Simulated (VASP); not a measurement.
Input:

```yaml
crystal:
  lattice:
    - [3.23102, 0.00000, 0.00000]
    - [0.00000, 3.23102, 0.00000]
    - [0.00000, 0.00000, 3.23102]
  atoms:
    - { symbol: Ga, position: [0.50000, 0.50000, 0.50000] }
    - { symbol: Ag, position: [0.00000, 0.00000, 0.00000] }
```

Level of theory: PBEsol GGA, VASP's PBE PAW potentials (set 64) (plane waves; VASP). Settings: 400 eV cut-off, Gaussian smearing of 0.050 eV, potentials Ga_d Ag.

Task: What does the run give for the band gap (along the path) with the smallest direct gap where there is one?

Result: 
```yaml
band gap (along the path): none (metal, semimetal or under 0.01 eV)
```

Only differences to runs with the same potentials and settings are physical.

The structure comes from a computed database's GaAg entry (Pm-3m); how it stands against other phases isn't given here. It was relaxed first, which changed the volume by -8 %.
